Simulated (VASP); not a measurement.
```
InAs
1.0
    0.00000     3.09060     3.09060
    3.09060     0.00000     3.09060
    3.09060     3.09060     0.00000
In As
1 1
Direct
  0.00000   0.00000   0.00000
  0.25000   0.25000   0.25000
```

The base run (VASP): PBE GGA, plane waves, VASP's PBE PAW potentials (set 64). Settings: 400 eV cut-off, 7×7×7 Γ-centred mesh, Gaussian smearing of 0.050 eV, potentials In_d As.

One setting is varied; ΔE counts from the most expensive setting. The base run took about 20 core-seconds. Times come from single runs on busy shared machines, so they are rough: good to a factor of about 2.

The pressure holds a Pulay error that falls with the cut-off, as the column shows.

| setting | cost over the base run | electronic steps | ΔE (meV/atom) | pressure (GPa) |
|---|---|---|---|---|
| ENCUT = 175 | within a factor of 2 | 13 | 388.2 | -36.96 |
| ENCUT = 250 | within a factor of 2 | 13 | 0.8 | 0.07 |
| ENCUT = 225 | within a factor of 2 | 13 | 9.6 | -1.67 |
| base run | reference | 13 | 0.1 | 0.17 |
| ENCUT = 425 | within a factor of 2 | 13 | -0.1 | 0.21 |
| ENCUT = 500 | within a factor of 2 | 13 | 0.0 | 0.20 |
| ENCUT = 575 | within a factor of 2 | 13 | 0.0 | 0.21 |
| ENCUT = 650 | within a factor of 2 | 13 | 0.0 | 0.22 |

Left out are runs that failed, have no time on record or changed the cell.

The compound is InAs in the zinc blende structure. The cell was not relaxed at this level.
